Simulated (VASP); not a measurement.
A convergence study with VASP on SrTiO3 (cubic perovskite): one setting is varied, all else stays as given below, so the limit is that of these other settings.

```
CELL_PARAMETERS angstrom
      3.90500     0.00000     0.00000
      0.00000     3.90500     0.00000
      0.00000     0.00000     3.90500
ATOMIC_POSITIONS crystal
  Sr 0.00000 0.00000 0.00000
  Ti 0.50000 0.50000 0.50000
  O  0.50000 0.00000 0.50000
  O  0.00000 0.50000 0.50000
  O  0.50000 0.50000 0.00000
```

Computed with PBEsol GGA, VASP's PBE PAW potentials (set 64) (plane waves; VASP). The tightest run used: 700 eV cut-off, 10×10×10 Monkhorst-Pack mesh, Gaussian smearing of 0.050 eV, potentials Sr_sv Ti_sv O.

Task: The settings run are 1×1×1 mesh; 2×2×2 mesh; 3×3×3 mesh; 4×4×4 mesh; 5×5×5 mesh; 6×6×6 mesh; 7×7×7 mesh; 8×8×8 mesh; 9×9×9 mesh; 10×10×10 mesh. From which on does the stress (every component) stay within 0.1 GPa of the tightest run?

Result: From 4×4×4 mesh on: it is off by 0.04 there and by no more than 0.1 in any finer run, while 3×3×3 mesh is off by 0.33.
```tsv
setting	E (eV/atom)	pressure (GPa)	irreducible k-points	difference judged (GPa)
1×1×1 mesh	-4.5992	52.10	1	53.58
2×2×2 mesh	-8.4788	-2.13	1	0.65
3×3×3 mesh	-8.3845	-1.15	4	0.33
4×4×4 mesh	-8.4089	-1.52	4	0.04
5×5×5 mesh	-8.4052	-1.47	10	0.01
6×6×6 mesh	-8.4061	-1.48	10	0.00
7×7×7 mesh	-8.4059	-1.48	20	0.00
8×8×8 mesh	-8.4059	-1.48	20	0.00
9×9×9 mesh	-8.4059	-1.48	35	0.00
10×10×10 mesh	-8.4059	-1.48	35	0.00
```

Left out are rungs that failed or repeat a setting and relaxations that didn't move; long series are thinned to 24 rows.

The compound is SrTiO3 in the cubic perovskite structure, the ideal cubic form; the compound distorts at low or room temperature. The cell was not relaxed at this level.
